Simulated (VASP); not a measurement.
Input:

```xyz
3
Lattice="0.0000 2.9472 2.9472 2.9472 0.0000 2.9472 2.9472 2.9472 0.0000" Properties=species:S:1:pos:R:3 pbc="T T T"
Al     1.4736     1.4736     1.4736
Al     4.4208     4.4208     4.4208
Pt     0.0000     0.0000     0.0000
```

These are PBEsol GGA, VASP's PBE PAW potentials (set 64) (plane waves; VASP 6.6.1) values and carry that method's errors. Settings: 480 eV cut-off, 8×8×8 Γ-centred mesh, first-order Methfessel-Paxton smearing of 0.10 eV, potentials Al Pt.

Unless said otherwise, spin-orbit coupling is left out, though it shifts the bands of the heavy elements here.

Predict the energy per atom (σ→0), band gap (on the k-mesh) with the smallest direct gap where there is one.

```yaml
band gap (on the k-mesh): none (metal, semimetal or under 0.01 eV)
energy per atom (σ→0): -5.917 eV/atom
```

The compound is PtAl2 in the fluorite structure. It was relaxed first. The start is the result of an earlier pass.
